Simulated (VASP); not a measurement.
# SbW2 (Fm-3m) in VASP: a series of runs

One crystal, SbW2, is run at these levels: PBE, PBEsol, LDA; tasks: relaxation of cell and atoms, relaxation of the atoms, single point.

Program: VASP 6.6.1. These are calculated values, not measurements. Logs are shortened: lines on timing, memory, paths and dates and some standing lists are left out, and cuts for length are marked.

## (1) The crystal as given

It takes space group Fm-3m (No. 225, cubic). Conventional cell: a = 6.266 Å, b = 6.266 Å, c = 6.266 Å, α = 90.00°, β = 90.00°, γ = 90.00°. Sb (site symmetry m-3m) is surrounded by 8 W at 2.71 Å. W (site symmetry -43m) has 4 Sb at 2.71 Å as nearest neighbours.

The cell was built by a generator and needn't be a form met in nature.

## (2) Relaxation of cell and atoms, PBE

The input, INCAR:

```
SYSTEM = SbW2
PREC = Accurate ; ENCUT = 600
EDIFF = 1E-6 ; ISMEAR = 1
SIGMA = 0.1 ; LREAL = .False.
LASPH = .True. ; NELM = 80
ALGO = Fast ; ISIF = 3
LWAVE = .False. ; LCHARG = .False.
GGA = PE ; IBRION = 2
NSW = 40 ; EDIFFG = -0.005
```

The input, KPOINTS:

```
Automatic mesh
0
Gamma
  7 7 7
  0 0 0
```

The input, POSCAR:

```
SbW2
1.0
    0.0000000000      3.1330100000      3.1330100000
    3.1330100000      0.0000000000      3.1330100000
    3.1330100000      3.1330100000      0.0000000000
Sb W
1 2
Direct
    0.5000000000      0.5000000000      0.5000000000
    0.2500000000      0.2500000000      0.2500000000
    0.7500000000      0.7500000000      0.7500000000
```

Potentials or basis: VASP PAW PBE potentials, release 64 (Sb, W_sv).

The run is started by

```bash
cat potpaw_PBE.64/Sb/POTCAR potpaw_PBE.64/W_sv/POTCAR > POTCAR
mpirun -np 1 vasp_std > vasp.out
```

OUTCAR:

```text
SYSTEM = SbW2
   PREC = Accurate
   ENCUT = 600
   EDIFF = 1E-6
   ISMEAR = 1
   LREAL = .False.
   LASPH = .True.
   NELM = 80
   ISIF = 3
   GGA = PE
   IBRION = 2
   NSW = 40
   EDIFFG = -0.005

 ion  position               nearest neighbor table
   1  0.500  0.500  0.500-   2 2.71   2 2.71   2 2.71   3 2.71   3 2.71   3 2.71   3 2.71   2 2.71

   2  0.250  0.250  0.250-   1 2.71   1 2.71   1 2.71   1 2.71   3 3.13   3 3.13   3 3.13   3 3.13
                             3 3.13   3 3.13
   3  0.750  0.750  0.750-   1 2.71   1 2.71   1 2.71   1 2.71   2 3.13   2 3.13   2 3.13   2 3.13
                             2 3.13   2 3.13

  LATTYP: Found a face centered cubic cell.
 ALAT       =     6.2660200000

  Lattice vectors:

 A1 = (   0.0000000000,   3.1330100000,   3.1330100000)
 A2 = (   3.1330100000,   0.0000000000,   3.1330100000)
 A3 = (   3.1330100000,   3.1330100000,   0.0000000000)

Analysis of symmetry for initial positions (statically):
=====================================================================
 Subroutine PRICEL returns:
 Original cell was already a primitive cell.

 Routine SETGRP: Setting up the symmetry group for a
 face centered cubic supercell.

 Subroutine GETGRP returns: Found 48 space group operations
 (whereof 48 operations were pure point group operations)
 out of a pool of 48 trial point group operations.

The static configuration has the point symmetry O_h .

Analysis of symmetry for dynamics (positions and initial velocities):
=====================================================================
 Subroutine PRICEL returns:
 Original cell was already a primitive cell.

 Routine SETGRP: Setting up the symmetry group for a
 face centered cubic supercell.

 Subroutine GETGRP returns: Found 48 space group operations
 (whereof 48 operations were pure point group operations)
 out of a pool of 48 trial point group operations.

The dynamic configuration has the point symmetry O_h .

 Subroutine INISYM returns: Found 48 space group operations
 (whereof 48 operations are pure point group operations),
 and found     1 'primitive' translations

----------------------------------------------------------------------------------------

                                     Primitive cell

  volume of cell :      61.5057

  direct lattice vectors                    reciprocal lattice vectors
     0.000000000  3.133010000  3.133010000    -0.159590937  0.159590937  0.159590937
     3.133010000  0.000000000  3.133010000     0.159590937 -0.159590937  0.159590937
     3.133010000  3.133010000  0.000000000     0.159590937  0.159590937 -0.159590937

  length of vectors
     4.430745233  4.430745233  4.430745233     0.276419610  0.276419610  0.276419610

  position of ions in fractional coordinates (direct lattice)
     0.500000000  0.500000000  0.500000000
     0.250000000  0.250000000  0.250000000
     0.750000000  0.750000000  0.750000000

  ion indices of the primitive-cell ions
   primitive index   ion index
                 1           1
                 2           2
                 3           3

----------------------------------------------------------------------------------------

 KPOINTS: Automatic mesh

Automatic generation of k-mesh.
 Grid dimensions read from file:
 generate k-points for:    7    7    7

 Generating k-lattice:

  Cartesian coordinates                     Fractional coordinates (reciprocal lattice)
    -0.022798705  0.022798705  0.022798705     0.142857143  0.000000000  0.000000000
     0.022798705 -0.022798705  0.022798705     0.000000000  0.142857143  0.000000000
     0.022798705  0.022798705 -0.022798705     0.000000000  0.000000000  0.142857143

  Length of vectors
     0.039488516  0.039488516  0.039488516

  Shift w.r.t. Gamma in fractional coordinates (k-lattice)
     0.000000000  0.000000000  0.000000000

 Subroutine IBZKPT returns following result:
 ===========================================

 Found     20 irreducible k-points:

 Following reciprocal coordinates:
            Coordinates               Weight
  0.000000  0.000000  0.000000      1.000000
  0.142857  0.000000  0.000000      8.000000
  0.285714  0.000000  0.000000      8.000000
  0.428571  0.000000  0.000000      8.000000
  0.142857  0.142857  0.000000      6.000000
  0.285714  0.142857  0.000000     24.000000
[... 12 lines left out ...]
 -0.428571  0.428571  0.142857     24.000000
 -0.285714  0.428571  0.142857     24.000000
   k-points           NKPTS =     20   k-points in BZ     NKDIM =     20   number of bands    NBANDS=     20
   number of dos      NEDOS =    301   number of ions     NIONS =      3
   total plane-waves  NPLWV =  46656
   dimension x,y,z NGX =    36 NGY =   36 NGZ =   36
   dimension x,y,z NGXF=    72 NGYF=   72 NGZF=   72
   ions per type =               1   2
   NGX,Y,Z   is equivalent  to a cutoff of  13.51, 13.51, 13.51 a.u.
   NGXF,Y,Z  is equivalent  to a cutoff of  27.02, 27.02, 27.02 a.u.
 SYSTEM =  SbW2
   PREC   = accura    normal or accurate (medium, high low for compatibility)
   ISTART =      0    job   : 0-new  1-cont  2-samecut
   ICHARG =      2    charge: 1-file 2-atom 10-const
   ISPIN  =      1    spin polarized calculation?
   LNONCOLLINEAR =      F non collinear calculations
   LSORBIT =      F    spin-orbit coupling
   LASPH  =      T    aspherical Exc in radial PAW
   ENCUT  =  600.0 eV  44.10 Ry    6.64 a.u.   8.85  8.85  8.85*2*pi/ulx,y,z
   NELM   =     80;   NELMIN=  2; NELMDL= -5     # of ELM steps
   EDIFF  = 0.1E-05   stopping-criterion for ELM
   LREAL  =      F    real-space projection
   EDIFFG = -.5E-02   stopping-criterion for IOM
   NSW    =     40    number of steps for IOM
   IBRION =      2    ionic relax: 0-MD 1-quasi-New 2-CG
   NFREE  =      1    steps in history (QN), initial steepest desc. (CG)
   ISIF   =      3    stress and relaxation
   ISYM   =      2    0-nonsym 1-usesym 2-fastsym
   POTIM  = 0.5000    time-step for ionic-motion
   TEBEG  =    0.0;   TEEND  =   0.0 temperature during run
   PSTRESS=    0.0 pullay stress
   NELECT =      33.0000    total number of electrons
   NUPDOWN=      -1.0000    fix difference up-down
   EMIN   =  10.00;   EMAX   =-10.00  energy-range for DOS
   EFERMI =   0.00;   METHOD = LEGACY
   ISMEAR =     1;   SIGMA  =   0.10  broadening in eV -4-tet -1-fermi 0-gaus
   EFERMI_NEDOS =   21; number of points for ismear=-14 and -15
   IALGO  =     68    algorithm
   IMIX   =      4    mixing-type and parameters
     AMIX     =   0.40;   BMIX     =  1.00
     AMIX_MAG =   1.60;   BMIX_MAG =  1.00
  volume/ion in A,a.u.               =      20.50       138.35
  Fermi-wavevector in a.u.,A,eV,Ry     =   1.330274  2.513853 24.077255  1.769628
  Thomas-Fermi vector in A             =   2.459373
   LORBIT       =      0    0 simple, 1 ext, 2 COOP (PROOUT), +10 PAW based schemes
   GGA     = PE    functional components
   LHFCALC =     F    Hartree Fock is set to
   AEXX    =    0.0000 exact exchange contribution
   IVDW    =     0    specifies the selected vdW correction
   LEPSILON=     F    determine dielectric tensor
   LRPA    =     F    only Hartree local field effects (RPA)
 conjugate gradient relaxation of ions
 non-spin polarized calculation
 RMM-DIIS sequential band-by-band and
 Methfessel and Paxton  Order N= 1 SIGMA  =   0.10
  energy-cutoff  :      600.00
  volume of cell :       61.51
 maximum number of plane-waves:      2085
   NGX = 17   NGY = 17   NGZ = 17

--------------------------------------- Ionic step        1  -------------------------------------------

 number of electron      33.0000001 magnetization

 Free energy of the ion-electron system (eV)
  ---------------------------------------------------
  ext. energy  EPLUGINS =         0.00000000
  ---------------------------------------------------
  free energy    TOTEN  =       -25.58278729 eV

  energy without entropy =      -25.58268099  energy(sigma->0) =      -25.58275185

------------------------ aborting loop because EDIFF is reached ----------------------------------------

  FORCE on cell =-STRESS in cart. coord.  units (eV):
  Direction    XX          YY          ZZ          XY          YZ          ZX
  --------------------------------------------------------------------------------------
  -------------------------------------------------------------------------------------
  Total        0.0480190      0.0480190      0.0480190      0.0000000     -0.0000000      0.0000000
  in kB        1.2508595      1.2508595      1.2508595      0.0000000     -0.0000000      0.0000000
  external PRESSURE =       1.2508595 kB  Pullay stress =       0.0000000 kB

 VOLUME and BASIS-vectors are now :
 -----------------------------------------------------------------------------
  energy-cutoff  :      600.00
  volume of cell :       61.51
      direct lattice vectors                 reciprocal lattice vectors
     0.000000000  3.133010000  3.133010000    -0.159590937  0.159590937  0.159590937
     3.133010000  0.000000000  3.133010000     0.159590937 -0.159590937  0.159590937
     3.133010000  3.133010000  0.000000000     0.159590937  0.159590937 -0.159590937
[... 38 lines left out ...]
 POSITION                                       TOTAL-FORCE (eV/Angst)
 -----------------------------------------------------------------------------------
      3.13543      3.13543      3.13543        -0.000000     -0.000000      0.000000
      1.56771      1.56771      1.56771        -0.000000     -0.000000     -0.000000
      4.70314      4.70314      4.70314         0.000000      0.000000      0.000000
 -----------------------------------------------------------------------------------
    total drift:                                0.000000      0.000000      0.000000

  FREE ENERGIE OF THE ION-ELECTRON SYSTEM (eV)
  ---------------------------------------------------
  free  energy   TOTEN  =       -25.5827323946 eV

  energy  without entropy=      -25.5826531473  energy(sigma->0) =      -25.58270598

--------------------------------------- Ionic step        3  -------------------------------------------

 number of electron      33.0000001 magnetization

 Free energy of the ion-electron system (eV)
  ---------------------------------------------------
  ext. energy  EPLUGINS =         0.00000000
  ---------------------------------------------------
  free energy    TOTEN  =       -25.58280801 eV

  energy without entropy =      -25.58271013  energy(sigma->0) =      -25.58277538

 E-fermi :   9.3168     XC(G=0): -11.7450

 val. band max:        9.3049183602   @ k =  -0.4286   0.1429   0.0000
 cond. band min:       9.3315409105   @ k =   0.2857   0.2857   0.0000
 fundamental gap:      0.0266225503
 Fermi energy:         9.3168230847

 k-point     1 :       0.0000    0.0000    0.0000
  band No.  band energies     occupation
      1     -64.7530      2.00000
      2     -64.7230      2.00000
      3     -29.0531      2.00000
      4     -29.0531      2.00000
      5     -29.0531      2.00000
      6     -28.8665      2.00000
[... 12 lines left out ...]
     19      12.8326      0.00000
     20      12.8327      0.00000
[... 457 lines left out ...]
 POSITION                                       TOTAL-FORCE (eV/Angst)
 -----------------------------------------------------------------------------------
      3.13394      3.13394      3.13394         0.000000     -0.000000      0.000000
      1.56697      1.56697      1.56697         0.000000      0.000000      0.000000
      4.70091      4.70091      4.70091        -0.000000     -0.000000     -0.000000
 -----------------------------------------------------------------------------------
    total drift:                                0.000000      0.000000      0.000000

  FREE ENERGIE OF THE ION-ELECTRON SYSTEM (eV)
  ---------------------------------------------------
  free  energy   TOTEN  =       -25.5828080079 eV

  energy  without entropy=      -25.5827101318  energy(sigma->0) =      -25.58277538

 reached required accuracy - stopping structural energy minimisation
```

It took 35 s on 1 thread of Intel Xeon 6975P-C (Granite Rapids), shared host; peak memory 0.21 GiB.

Results:

```
Free energy                            : -25.5828 eV
Relaxed volume                         : 20.52 Å³/atom
Relaxed cell                           : a = 4.432 Å, b = 4.432 Å, c = 4.432 Å, α = 60.00°, β = 60.00°, γ = 60.00°
Space group after relaxing (to 0.05 Å) : Fm-3m (No. 225)
Energy gained by relaxing              : 0.0 meV/atom
Ionic steps                            : 3
Pressure after relaxing                : 0.0 GPa
```

Final structure:
```
Sb W
1.0
     0.00000    3.13394    3.13394
     3.13394    0.00000    3.13394
     3.13394    3.13394    0.00000
Sb W
1 2
Direct
  0.50000 0.50000 0.50000
  0.25000 0.25000 0.25000
  0.75000 0.75000 0.75000
```

Caveat: the bands computed are all filled at some k points, so no gap is given.

## (3) Relaxation of the atoms, PBEsol

The input, INCAR:

```
ALGO = Fast
EDIFF = 1E-6
EDIFFG = -0.005
ENCUT = 520
GGA = PS
IBRION = 2
ISIF = 2
ISMEAR = 1
LASPH = True
LCHARG = False
LREAL = False
LWAVE = False
NELM = 80
NSW = 40
PREC = Accurate
SIGMA = 0.1
```

The input, KPOINTS:

```
k-points
0
Gamma
  7 7 7
```

POSCAR is that of step 2.

Potentials or basis: VASP PAW PBE potentials, release 64 (Sb, W_sv).

The run is started by

```bash
cat potpaw_PBE.64/Sb/POTCAR potpaw_PBE.64/W_sv/POTCAR > POTCAR
mpirun -np 1 vasp_std > vasp.out
```

It took 18 s on 1 thread of Intel Xeon 6975P-C (Granite Rapids), shared host; peak memory 0.21 GiB.

The run converged. Its results:

- Free energy: -27.6482 eV
- Pressure after relaxing: -5.3 GPa

Final structure:
```
Sb W
1.0
     0.00000    3.13301    3.13301
     3.13301    0.00000    3.13301
     3.13301    3.13301    0.00000
Sb W
1 2
Direct
  0.50000 0.50000 0.50000
  0.25000 0.25000 0.25000
  0.75000 0.75000 0.75000
```

Levels at points of the mesh, in eV from the Fermi level:
```
           k point  band 13  band 14  band 15  band 16  band 17  band 18  band 19  band 20
(0.00, 0.00, 0.00)    -3.01    -3.01     0.80     1.66     1.66     1.69     4.48     4.54
```

Caveat: the relaxation stopped at its first step, so nothing moved; the bands computed are all filled at some k points, so no gap is given; the PAW data sets were made with another functional, which shifts forces and pressure a little.

## (4) Single point, PBE

The input, INCAR:

```
SYSTEM = SbW2
  ALGO = Normal
  EDIFF = 1E-6
  ENCUT = 520
  GGA = PE
  ISIF = 2
  ISMEAR = -5
  LASPH = .True.
  LCHARG = .True.
  LELF = .True.
  LREAL = .False.
  LVHAR = .True.
  LWAVE = .False.
  NELM = 100
  PREC = Accurate
  SIGMA = 0.05
```

The input, KPOINTS:

```
k-points
0
Gamma
  7 7 7
  0 0 0
```

The input, POSCAR:

```
SbW2
1.0
    0.0000000000      3.1330100000      3.1330100000
    3.1330100000      0.0000000000      3.1330100000
    3.1330100000      3.1330100000      0.0000000000
Sb W
1 2
Cartesian
    3.1330100000      3.1330100000      3.1330100000
    1.5665050000      1.5665050000      1.5665050000
    4.6995150000      4.6995150000      4.6995150000
```

The run is started by

```bash
cat potpaw_PBE.64/Sb/POTCAR potpaw_PBE.64/W_sv/POTCAR > POTCAR
mpirun -np 1 vasp_std > vasp.out
```

It took 15 s on 1 thread of Intel Xeon 6975P-C (Granite Rapids), shared host; peak memory 0.2 GiB.

The run converged. Its results:

* Free energy: -25.5689 eV
* Pressure: 0.2 GPa

Levels at points of the mesh, in eV from the Fermi level:
```csv
k point,band 13,band 14,band 15,band 16,band 17,band 18,band 19,band 20
"(0.00, 0.00, 0.00)",-3.01,-3.01,0.85,1.68,1.68,1.68,3.54,3.54
```

Caveat: the bands computed are all filled at some k points, so no gap is given. Spin-orbit coupling is left out, which matters for the levels of Sb, W.

[end of part 1 of 2]
